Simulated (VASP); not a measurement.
The input files of a VASP run:

INCAR:
```
SYSTEM = RhAl
PREC = Accurate
ENCUT = 400
EDIFF = 1E-7
NELM = 100
ALGO = Normal
LREAL = .FALSE.
LASPH = .TRUE.
ISMEAR = -5
GGA = PE
LMAXMIX = 4
LWAVE = .FALSE.
LCHARG = .TRUE.
LORBIT = 11
NEDOS = 601
ISIF = 2
```

### POSCAR
```
RhAl
1
   -0.0000000000     2.7404275813     2.7404275813
    2.7404275813     0.0000000000     2.7404275813
    2.7404275813     2.7404275813     0.0000000000
Rh Al
1 1
Direct
  0.0000000000   0.0000000000   0.0000000000
  0.2500000000   0.2500000000   0.2500000000
```

KPOINTS:
```
Automatic mesh
0
gamma
  13 13 13
```

POTCAR, in this order: Rh_pv Al (PBE.64 set). Program: vasp_std.

**Question.** Translate this PBE calculation to Ansatz.

**Answer.** One equivalent input (not run):
Ansatz 0.2 input:
```yaml
crystal:
  lattice:
    - [0.0000000, 2.7404276, 2.7404276]
    - [2.7404276, 0.0000000, 2.7404276]
    - [2.7404276, 2.7404276, 0.0000000]
  atoms:
    - { symbol: Rh, position: [0.0000000, 0.0000000, 0.0000000] }
    - { symbol: Al, position: [0.2500000, 0.2500000, 0.2500000] }
kpoints:
  mp_grid: { grid: [13, 13, 13] }
hamiltonian:
  xc: pbe
  pseudopotentials: { kind: paw }
scf:
  occupations: { method: tetrahedron }
  max_iter: 100
output: { forces: true, stress: true, eigenvalues: true }
```
The two are equivalent in intent, not identical: each code has its own PAW files, so the cut-off isn't converted (ENCUT is set for VASP's; basis.ecutwfc is left out, and Ansatz then takes the one that its files recommend); Ansatz stops its SCF on the density residual and VASP on the energy change (EDIFF).

The structure was generated: RhAl was put into the zinc blende type (F-43m), which need not be its known phase. It was relaxed first, which changed the volume by -27 %.
